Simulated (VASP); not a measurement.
TiRuN2, 8 atoms in the cell. Symmetry: I4_1/amd, No. 141, tetragonal system. Conventional cell: a = 4.400 Å, b = 4.400 Å, c = 9.200 Å, α = 90.00°, β = 90.00°, γ = 90.00°. Ti (site symmetry -4m2) is surrounded by 6 N at 2.20 to 2.21 Å. Ru (site symmetry -4m2) has 6 N at 2.20 to 2.39 Å as nearest neighbours. Around N (site symmetry 2mm) lie 3 Ti at 2.20 to 2.21 Å and 3 Ru at 2.20 to 2.39 Å. The cell was built by a generator and needn't be a form met in nature.

```yaml
Program: VASP 6.6.1
Task: relaxation of cell and atoms
Functional: PBE
Potentials_or_basis: VASP PAW PBE potentials, release 64 (Ti_sv, Ru_pv, N)
Cutoff: 520 eV
k_mesh: 5 × 5 × 5
Occupations: gaussian, width 0.15 eV
Spin: no spin polarisation
Further_INCAR_settings: PREC = Normal; ALGO = Fast; EDIFF = 0.0001; IBRION = 2; EDIFFG = -0.08; NSW = 24; ISIF = 3
```

Potentials or basis: VASP PAW PBE potentials, release 64 (Ti_sv, Ru_pv, N).

Command:

```sh
$ cat potpaw_PBE.64/Ti_sv/POTCAR potpaw_PBE.64/Ru_pv/POTCAR potpaw_PBE.64/N/POTCAR > POTCAR
$ mpirun -np 1 vasp_std > vasp.out
```

Hardware: 1 thread of AMD EPYC 7R43 64-Core Processor (Zen 3), on a shared host.

How long does it take, and how much memory?

Wall time 16 min on 1 thread of AMD EPYC 7R43 64-Core Processor (Zen 3), with other jobs on the host, peak memory 0.18 GiB. Counts: scf iterations 110, k points 18, ion steps 9.
